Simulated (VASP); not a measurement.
Method: PW91 GGA, VASP's PBE PAW potentials (set 64) (plane waves; VASP).

VASP ran on this input.

File KPOINTS:
```
Automatic mesh
0
Gamma
  12 12 12
```

### POSCAR
```
Sn
1
   -2.9655488635     2.9655488635     1.6148548657
    2.9655488635    -2.9655488635     1.6148548657
    2.9655488635     2.9655488635    -1.6148548657
Sn
2
Direct
  0.2500000000   0.7500000000   0.5000000000
  0.0000000000   1.0000000000   1.0000000000
```

### INCAR
```
! general
SYSTEM =Sn
PREC   =Accurate
ENCUT  =520
LREAL  =.FALSE.
LASPH  =.TRUE.

! electronic loop
EDIFF  =1E-6
NELM   =100
ALGO   =Normal
LMAXMIX=4

! smearing
ISMEAR =1
SIGMA  =0.1

! functional
GGA    =91

! ions
IBRION =2
NSW    =60
ISIF   =3
EDIFFG =-0.01

! output
LWAVE  =.FALSE.
LCHARG =.FALSE.
```

POTCAR, in this order: Sn_d (PBE.64 set). Program: vasp_std.

Output of the run:

OSZICAR:
```
       N       E                     dE             d eps       ncg     rms          rms(c)
DAV:   1     0.203049107859E+03    0.20305E+03   -0.15068E+04  5870   0.239E+03
DAV:   2     0.105572763973E+02   -0.19249E+03   -0.19020E+03  5872   0.448E+02
DAV:   3    -0.713721453126E+01   -0.17694E+02   -0.17503E+02  6798   0.140E+02
DAV:   4    -0.767089488669E+01   -0.53368E+00   -0.53129E+00  6708   0.265E+01
DAV:   5    -0.769120719695E+01   -0.20312E-01   -0.20311E-01  7886   0.474E+00    0.226E+00
DAV:   6    -0.766825879799E+01    0.22948E-01   -0.50550E-02  7560   0.352E+00    0.123E+00
DAV:   7    -0.766366580866E+01    0.45930E-02   -0.27210E-02  7644   0.251E+00    0.191E-01
DAV:   8    -0.766354908442E+01    0.11672E-03   -0.22918E-03  6856   0.711E-01    0.353E-02
DAV:   9    -0.766355726754E+01   -0.81831E-05   -0.66015E-05  7530   0.877E-02    0.136E-02
DAV:  10    -0.766355626695E+01    0.10006E-05   -0.70668E-06  6644   0.372E-02    0.215E-03
DAV:  11    -0.766355634010E+01   -0.73153E-07   -0.32796E-07  3208   0.860E-03
   1 F= -.76635563E+01 E0= -.76634338E+01  d E =-.766356E+01
```

File OUTCAR:
```
------------------------ aborting loop because EDIFF is reached ----------------------------------------
  FORCE on cell =-STRESS in cart. coord.  units (eV):
  Direction    XX          YY          ZZ          XY          YZ          ZX
  --------------------------------------------------------------------------------------
  Total       -0.0132633     -0.0132633      0.0015920      0.0000000     -0.0000000      0.0000000
  in kB       -0.3740740     -0.3740740      0.0449001      0.0000000     -0.0000000      0.0000000
  external PRESSURE =      -0.2344160 kB  Pullay stress =       0.0000000 kB
  volume of cell :       56.81
      direct lattice vectors                 reciprocal lattice vectors
    -2.965548864  2.965548864  1.614854866     0.000000000  0.168602853  0.309625348
     2.965548864 -2.965548864  1.614854866     0.168602853  0.000000000  0.309625348
     2.965548864  2.965548864 -1.614854866     0.168602853  0.168602853  0.000000000
 POSITION                                       TOTAL-FORCE (eV/Angst)
 -----------------------------------------------------------------------------------
      2.96555      0.00000      0.80743        -0.000000      0.000000      0.000000
      0.00000      0.00000      0.00000         0.000000     -0.000000     -0.000000
 -----------------------------------------------------------------------------------
    total drift:                               -0.000000     -0.000000      0.000000
  FREE ENERGIE OF THE ION-ELECTRON SYSTEM (eV)
  ---------------------------------------------------
  free  energy   TOTEN  =        -7.6635563401 eV

  energy  without entropy=       -7.6631888477  energy(sigma->0) =       -7.66343384

 reached required accuracy - stopping structural energy minimisation
```
(Selected blocks of OUTCAR.)

**OUTCAR**
```
 val. band max:        7.3616651268   @ k =  -0.2500   0.2500   0.2500

 cond. band min:       7.3867874701   @ k =  -0.3333  -0.4167   0.0833


 Fermi energy:         7.3810109570

 k-point     1 :       0.0000    0.0000    0.0000
  band No.  band energies     occupation
      1     -14.1982      2.00000
      2     -14.1271      2.00000
      3     -14.0837      2.00000
      4     -14.0772      2.00000
      5     -13.9469      2.00000
      6     -13.9469      2.00000
      7     -13.9373      2.00000
      8     -13.9373      2.00000
      9     -13.8588      2.00000
     10     -13.7616      2.00000
     11      -3.4136      2.00000
     12       3.6025      2.00000
     13       5.5231      2.00000
     14       5.5231      2.00000
     15      10.4802      0.00000
     16      13.3556      0.00000
     17      13.3556      0.00000
     18      13.9024      0.00000

 k-point     2 :       0.0833   -0.0000    0.0000
  band No.  band energies     occupation
      1     -14.1944      2.00000
      2     -14.1148      2.00000
      3     -14.0794      2.00000
      4     -14.0630      2.00000
      5     -13.9553      2.00000
      6     -13.9539      2.00000
      7     -13.9386      2.00000
      8     -13.9378      2.00000
      9     -13.8609      2.00000
     10     -13.7657      2.00000
     11      -3.2813      2.00000
     12       3.4497      2.00000
     13       5.5353      2.00000
     14       5.9252      2.00000
     15      10.7036      0.00000
     16      12.5548      0.00000
     17      12.9000      0.00000
     18      13.1901      0.00000

 k-point     3 :       0.1667   -0.0000    0.0000
  band No.  band energies     occupation
      1     -14.1831      2.00000
      2     -14.0832      2.00000
      3     -14.0676      2.00000
      4     -14.0306      2.00000
      5     -13.9737      2.00000
      6     -13.9604      2.00000
      7     -13.9465      2.00000
      8     -13.9445      2.00000
      9     -13.8671      2.00000
...
```

Unless said otherwise, spin-orbit coupling is left out, though it shifts the bands of the heavy elements here.

The compound is Sn in the beta structure. It was relaxed first, which changed the volume by +5 %. The start is the result of an earlier pass.
